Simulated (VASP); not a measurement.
Method: vdW-DF-cx, VASP's PBE PAW potentials (set 64) (plane waves; VASP).

Input for VASP

INCAR:
```
# general
SYSTEM   = SiC
PREC     = Accurate
ENCUT    = 520
LREAL    = .FALSE.
LASPH    = .TRUE.
ICHARG   = 11   # fixed density

# electronic loop
EDIFF    = 1E-7
NELM     = 100
ALGO     = Normal   # blocked Davidson

# smearing
ISMEAR   = 0
SIGMA    = 0.05

# functional
GGA      = CX
LUSE_VDW = .TRUE.
AGGAC    = 0.0

# output
LWAVE    = .FALSE.
LCHARG   = .FALSE.
LORBIT   = 11
```

### POSCAR
```
SiC
3.0844960
  0.5000000702  -0.8660254461   0.0000000000
  0.5000000702   0.8660254461   0.0000000000
  0.0000000000   0.0000000000   1.6418449057
Si C
2 2
Cartesian
  0.5000000702  -0.2886757261   0.8203719901
  0.5000000702   0.2886757261   1.6412944429
  0.5000000702  -0.2886757261   1.4371647553
  0.5000000702   0.2886757261   0.6162423025
```

**KPOINTS**
```
k-points along high-symmetry lines
10
Line-mode
Reciprocal
  0.000000   0.000000   0.000000 ! GAMMA
  0.000000   0.500000   0.000000 ! M

  0.000000   0.500000   0.000000 ! M
 -0.333333   0.666667   0.000000 ! K

 -0.333333   0.666667   0.000000 ! K
  0.000000   0.000000   0.000000 ! GAMMA

  0.000000   0.000000   0.000000 ! GAMMA
  0.000000   0.000000   0.500000 ! A

  0.000000   0.000000   0.500000 ! A
  0.000000   0.500000   0.500000 ! L

  0.000000   0.500000   0.500000 ! L
 -0.333333   0.666667   0.500000 ! H

 -0.333333   0.666667   0.500000 ! H
  0.000000   0.000000   0.500000 ! A

  0.000000   0.500000   0.500000 ! L
  0.000000   0.500000   0.000000 ! M

 -0.333333   0.666667   0.500000 ! H
 -0.333333   0.666667   0.000000 ! K
```

POTCAR, in this order: Si C (PBE.64 set). Program: vasp_std. Read from the step before: CHGCAR.

Output of the run:

### OSZICAR
```
       N       E                     dE             d eps       ncg     rms          rms(c)
DAV:   1     0.379250117806E+02    0.37925E+02   -0.72349E+03  2160   0.118E+03
DAV:   2    -0.220571920183E+02   -0.59982E+02   -0.54472E+02  3104   0.175E+02
DAV:   3    -0.248451433221E+02   -0.27880E+01   -0.27644E+01  2792   0.371E+01
DAV:   4    -0.248805738768E+02   -0.35431E-01   -0.35340E-01  2668   0.471E+00
DAV:   5    -0.248813391476E+02   -0.76527E-03   -0.76479E-03  2704   0.595E-01
DAV:   6    -0.248813681531E+02   -0.29006E-04   -0.29000E-04  2708   0.971E-02
DAV:   7    -0.248813693351E+02   -0.11820E-05   -0.11819E-05  2668   0.171E-02
DAV:   8    -0.248813693989E+02   -0.63734E-07   -0.63694E-07  2272   0.315E-03
   1 F= -.24881369E+02 E0= -.24881369E+02  d E =-.652871E-13
```

**OUTCAR**
```
 val. band max:        8.1478607675   @ k =   0.0000   0.0000   0.0000

 cond. band min:      10.3539992019   @ k =  -0.3333   0.6667   0.0000



 k-point     1 :       0.0000    0.0000    0.0000
  band No.  band energies     occupation
      1      -7.3452      2.00000
      2      -3.8004      2.00000
      3      -0.5201      2.00000
      4       6.8377      2.00000
      5       6.8378      2.00000
      6       8.0285      2.00000
      7       8.1478      2.00000
      8       8.1479      2.00000
      9      12.9036      0.00000
     10      14.2554      0.00000
     11      14.7411      0.00000
     12      14.7412      0.00000

 k-point     2 :       0.0000    0.0556    0.0000
  band No.  band energies     occupation
      1      -7.2918      2.00000
      2      -3.7548      2.00000
      3      -0.4707      2.00000
      4       6.5157      2.00000
      5       6.7395      2.00000
      6       7.9251      2.00000
      7       8.0057      2.00000
      8       8.1198      2.00000
      9      13.1281      0.00000
     10      14.2639      0.00000
     11      14.7090      0.00000
     12      14.8556      0.00000

 k-point     3 :       0.0000    0.1111    0.0000
  band No.  band energies     occupation
      1      -7.1324      2.00000
      2      -3.6195      2.00000
      3      -0.3242      2.00000
      4       5.7089      2.00000
      5       6.4848      2.00000
      6       7.3671      2.00000
      7       7.8819      2.00000
      8       8.0251      2.00000
      9      13.3544      0.00000
     10      14.3514      0.00000
     11      14.8725      0.00000
     12      15.1610      0.00000

 k-point     4 :       0.0000    0.1667    0.0000
  band No.  band energies     occupation
      1      -6.8688      2.00000
      2      -3.4002      2.00000
      3      -0.0863      2.00000
      4       4.6724      2.00000
      5       6.1506      2.00000
      6       6.5742      2.00000
      7       7.6701      2.00000
...
```

The density is held fixed in this step, so its total energy and stress have no physical meaning.

The compound is SiC in the wurtzite structure, the rare 2H polytype. It was relaxed first.
